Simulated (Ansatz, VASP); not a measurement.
## Two plane-wave programs on HPbNO4

```xyz
7
Lattice="3.8540 0.1438 0.0901 -0.2532 5.5270 0.1647 -0.4820 -1.9272 5.7203" Properties=species:S:1:pos:R:3 pbc="T T T"
H    -0.0083    2.5983    3.2335
Pb    2.1473    2.6778    1.0046
N     2.8237    3.6046    5.7249
O    -0.4057   -0.9417    5.0623
O     2.7256   -0.0852    0.8025
O    -0.5912    2.3982    5.1009
O     0.1280    2.5704    2.2622
```

The cell was built by a generator and needn't be a form met in nature.

Alike in both runs: task single point; functional PBE; k mesh 7 × 5 × 5; occupations fermi-dirac, width 0.05 eV; no spin polarisation.

```csv
,VASP,Ansatz
version,VASP 6.6.1,Ansatz 0.2.0
potentials or method,"VASP PAW PBE potentials, release 64 (H, Pb_d, N, O)",Ansatz PAW
plane-wave cutoff (eV),520,420
valence electrons in the cell,44,44
```

|  | VASP | Ansatz | Ansatz less VASP |
| --- | --- | --- | --- |
| gap on the k mesh at the Fermi level (eV) | 3.14 | 3.16 | +0.024 |
| least direct gap on the mesh (eV) | 3.22 | 3.25 | +0.025 |
| pressure (GPa) | 0.5 | 0.0 | -0.49 |
| largest component of the traceless stress (GPa) | 0.42 | 0.03 | -0.391 |
| rms of the force components (eV/Å) | 0.147 | 0.002 | -0.1458 |

Atom by atom the forces differ by 0.147 eV/Å (rms over components). One of these differences is far larger than is usual between the two programs; its cause wasn't traced.

Caveats: spin-orbit coupling is left out, which as a rule narrows the gap of such compounds by several tenths of an eV; the standard files for N, O and F lose accuracy on very short bonds (VASP); an odd mesh through Γ misses points on the zone boundary, where band edges often lie (VASP); odd divisions of the mesh miss points on the zone boundary, where band edges often lie, so the gap on the mesh can be too wide (Ansatz); the pressure holds a Pulay correction of +0.5 GPa for the finite cutoff (Ansatz). As with any semilocal functional, this PBE gap is likely too small.
